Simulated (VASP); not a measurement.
# ZnCd3Se3S in VASP: further runs, part 2 of 2

VASP 6.6.1. Earlier steps stand in the parts before.

**4. Relaxation of cell and atoms, PBE**

This run uses another cell than the first one, of 25.06 Å³/atom, 1.023 times its volume.

The input, INCAR:

```
SYSTEM = ZnCd3Se3S
PREC = Normal
ENCUT = 520
EDIFF = 1E-4
ISMEAR = 0
SIGMA = 0.15
LREAL = .False.
LASPH = .True.
NELM = 60
ALGO = Fast
ISIF = 3
LWAVE = .False.
LCHARG = .False.
GGA = PE
IBRION = 2
NSW = 24
EDIFFG = -0.08
```

The input, KPOINTS:

```
regular mesh
0
Gamma
  3 3 2
  0 0 0
```

The input, POSCAR:

```
ZnCd3Se3S
1.0
    5.1562105100      0.0000000000      0.0000000000
    0.0000000000      5.1562105100      0.0000000000
    0.0000000000      0.0000000000      7.5398353500
Zn Cd Se S
1 3 3 1
Direct
    0.0000000000      0.0000000000      0.0000000000
    0.0000000000      0.0000000000      0.5000000000
    0.5000000000      0.0000000000      0.5000000000
    0.0000000000      0.5000000000      0.5000000000
    0.0000000000      0.0000000000      0.2474316000
    0.0000000000      0.0000000000      0.7525684000
    0.5000000000      0.5000000000      0.5000000000
    0.5000000000      0.5000000000      0.0000000000
```

Potentials or basis: VASP PAW PBE potentials, release 64 (Zn, Cd, Se, S).

Launch:

```sh
$ cat potpaw_PBE.64/Zn/POTCAR potpaw_PBE.64/Cd/POTCAR potpaw_PBE.64/Se/POTCAR potpaw_PBE.64/S/POTCAR > POTCAR
$ mpirun -np 1 vasp_std > vasp.out
```

OUTCAR:

```text
SYSTEM = ZnCd3Se3S
   PREC = Normal
   ENCUT = 520
   EDIFF = 1E-4
   ISMEAR = 0
   LREAL = .False.
   LASPH = .True.
   NELM = 60
   ISIF = 3
   GGA = PE
   IBRION = 2
   NSW = 24
   EDIFFG = -0.08

 ion  position               nearest neighbor table
   1  0.000  0.000  0.000-   5 1.87   6 1.87
   2  0.000  0.000  0.500-   5 1.90   6 1.90   3 2.58   4 2.58   4 2.58   3 2.58
   3  0.500  0.000  0.500-   2 2.58   7 2.58   7 2.58   2 2.58   6 3.21   5 3.21   5 3.21   6 3.21
                             4 3.65   4 3.65   4 3.65   4 3.65
   4  0.000  0.500  0.500-   2 2.58   7 2.58   2 2.58   7 2.58   6 3.21   5 3.21   6 3.21   5 3.21
                             3 3.65   3 3.65   3 3.65   3 3.65
   5  0.000  0.000  0.247-   1 1.87   2 1.90   3 3.21   4 3.21   4 3.21   3 3.21
   6  0.000  0.000  0.753-   1 1.87   2 1.90   3 3.21   4 3.21   4 3.21   3 3.21
   7  0.500  0.500  0.500-   3 2.58   4 2.58   3 2.58   4 2.58
   8  0.500  0.500  0.000-

  LATTYP: Found a simple tetragonal cell.
 ALAT       =     5.1562105100
 C/A-ratio  =     1.4622822973

  Lattice vectors:

 A1 = (   5.1562105100,   0.0000000000,   0.0000000000)
 A2 = (   0.0000000000,   5.1562105100,   0.0000000000)
 A3 = (   0.0000000000,   0.0000000000,   7.5398353500)

Analysis of symmetry for initial positions (statically):
=====================================================================
 Subroutine PRICEL returns:
 Original cell was already a primitive cell.

 Routine SETGRP: Setting up the symmetry group for a
[... 164 lines left out ...]
  energy without entropy =       -1.91686690  energy(sigma->0) =       -1.95470133

 E-fermi :   2.2120     XC(G=0):  -9.1059

 val. band max:        2.1855359790   @ k =   0.0000   0.0000   0.5000
 cond. band min:       2.2312119150   @ k =   0.3333   0.0000   0.5000
 fundamental gap:      0.0456759361
 Fermi energy:         2.2119678045

 k-point     1 :       0.0000    0.0000    0.0000
  band No.  band energies     occupation
      1     -15.4324      2.00000
      2     -12.3749      2.00000
      3     -12.1625      2.00000
      4     -11.1018      2.00000
      5     -10.7836      2.00000
      6     -10.7836      2.00000
[... 384 lines left out ...]
  FREE ENERGIE OF THE ION-ELECTRON SYSTEM (eV)
  ---------------------------------------------------
  free  energy   TOTEN  =       -11.3115122231 eV

  energy  without entropy=      -11.1234435828  energy(sigma->0) =      -11.21747790

[... ionic steps 4 to 13 ...]

--------------------------------------- Ionic step       14  -------------------------------------------

 number of electron      72.0000353 magnetization

------------------------ aborting loop because EDIFF is reached ----------------------------------------
[... 79 lines left out ...]
--------------------------------------- Ionic step       16  -------------------------------------------

 number of electron      72.0000401 magnetization

 Free energy of the ion-electron system (eV)
  ---------------------------------------------------
  ext. energy  EPLUGINS =         0.00000000
  ---------------------------------------------------
  free energy    TOTEN  =       -14.05613407 eV

  energy without entropy =      -13.86907153  energy(sigma->0) =      -13.96260280

 E-fermi :  -0.9104     XC(G=0):  -7.3780

 val. band max:       -0.9185184390   @ k =   0.3333   0.0000   0.0000
 cond. band min:      -0.9021472634   @ k =   0.0000   0.0000   0.5000
 fundamental gap:      0.0163711756
 Fermi energy:        -0.9103958139

 k-point     1 :       0.0000    0.0000    0.0000
  band No.  band energies     occupation
      1     -13.5416      2.00000
      2     -13.3104      2.00000
      3     -12.7791      2.00000
      4     -11.1211      2.00000
      5     -10.8324      2.00000
      6     -10.5421      2.00000
[... 300 lines left out ...]
  FREE ENERGIE OF THE ION-ELECTRON SYSTEM (eV)
  ---------------------------------------------------
  free  energy   TOTEN  =       -14.0561340734 eV

  energy  without entropy=      -13.8690715331  energy(sigma->0) =      -13.96260280

 reached required accuracy - stopping structural energy minimisation
```

CONTCAR:

```text
ZnCd3Se3S
   1.00000000000000
     5.5813302367514366    0.0000000000000000   -0.0000000000000000
     0.0000000000000000    5.5813302367514366   -0.0000000000000000
    -0.0000000000000000   -0.0000000000000000    9.6525240913364989
  Zn              Cd              Se              S
     1     3     3     1
Direct
     0.0000000000000000    0.0000000000000000    0.0000000000000000
     0.0000000000000000    0.0000000000000000    0.5000000000000000
     0.5000000000000000    0.0000000000000000    0.5000000000000000
     0.0000000000000000    0.5000000000000000    0.5000000000000000
     0.0000000000000000    0.0000000000000000    0.2402134623626774
     0.0000000000000000    0.0000000000000000    0.7597865376373227
     0.5000000000000000    0.5000000000000000    0.5000000000000000
     0.5000000000000000    0.5000000000000000    0.0000000000000000

  0.00000000E+00  0.00000000E+00  0.00000000E+00
  0.00000000E+00  0.00000000E+00  0.00000000E+00
  0.00000000E+00  0.00000000E+00  0.00000000E+00
  0.00000000E+00  0.00000000E+00  0.00000000E+00
  0.00000000E+00  0.00000000E+00  0.00000000E+00
  0.00000000E+00  0.00000000E+00  0.00000000E+00
  0.00000000E+00  0.00000000E+00  0.00000000E+00
  0.00000000E+00  0.00000000E+00  0.00000000E+00
```

Run time: 4.2 min. Hardware: 1 thread of Intel Xeon Platinum 8559C (Emerald Rapids), shared host; peak memory 0.23 GiB.

What came out:

| Property | Result |
| --- | --- |
| Free energy | -14.0561 eV |
| Relaxed volume | 37.59 Å³/atom |
| Relaxed cell | a = 5.581 Å, b = 5.581 Å, c = 9.653 Å, α = 90.00°, β = 90.00°, γ = 90.00° |
| Space group after relaxing (to 0.05 Å) | P4/mmm (No. 123) |
| Energy gained by relaxing | 1507.9 meV/atom |
| Ionic steps | 16 |
| Pressure after relaxing | -0.2 GPa |
| Largest force after relaxing | 0.068 eV/Å |
| Band gap on the k mesh | none (metal or under the smearing width) |

Forces on the atoms (eV/Å):
```
Zn   0.000  0.000  0.000
Cd   0.000  0.000  0.000
Cd   0.000  0.000  0.000
Cd   0.000  0.000  0.000
Se   0.000  0.000 -0.068
Se   0.000  0.000  0.068
Se   0.000  0.000  0.000
S    0.000  0.000  0.000
```

The path:
| step | energy change (eV) | largest force (eV/Å) | pressure (GPa) | volume (Å³) |
| --- | --- | --- | --- | --- |
| 1 | 0.0000 | 8.7887 | 40.02 | 200.46 |
| 2 | -7.8854 | 0.8835 | -5.57 | 414.57 |
| 3 | -9.3190 | 3.5672 | 3.15 | 291.03 |
| 4 | -11.0902 | 2.3750 | 1.35 | 308.77 |
| 5 | -11.0909 | 2.0968 | 1.08 | 313.49 |
| 6 | -11.0873 | 1.9415 | 0.89 | 316.19 |
| 7 | -11.2839 | 0.5421 | -0.71 | 326.72 |
| 8 | -11.2861 | 0.4454 | -0.88 | 327.94 |
| 9 | -11.4880 | 0.5824 | -1.10 | 323.04 |
| 10 | -12.0225 | 0.5022 | -0.45 | 307.27 |
| 11 | -11.9967 | 0.0045 | 0.05 | 303.90 |
| 12 | -12.0245 | 0.4131 | -0.41 | 306.52 |
| 13 | -12.0362 | 0.4929 | 0.23 | 297.67 |
| 14 | -12.0493 | 0.1005 | -0.01 | 301.36 |
| 15 | -12.0626 | 0.0642 | -0.23 | 300.50 |
| 16 | -12.0636 | 0.0681 | -0.18 | 300.69 |

Final structure:
```
CELL_PARAMETERS angstrom
5.58133 0.00000 0.00000
0.00000 5.58133 0.00000
0.00000 0.00000 9.65252
ATOMIC_POSITIONS crystal
Zn 0.00000 0.00000 0.00000
Cd 0.00000 0.00000 0.50000
Cd 0.50000 0.00000 0.50000
Cd 0.00000 0.50000 0.50000
Se 0.00000 0.00000 0.24021
Se 0.00000 0.00000 0.75979
Se 0.50000 0.50000 0.50000
S 0.50000 0.50000 0.00000
```

Caveat: the k mesh is coarse (spacing up to 0.42 Å⁻¹), so the values aren't converged; the volume moved by over 15 % at a fixed basis, so the end points are rough; the relaxation stopped at a loose force limit of 0.08 eV/Å, so its end isn't a converged minimum.
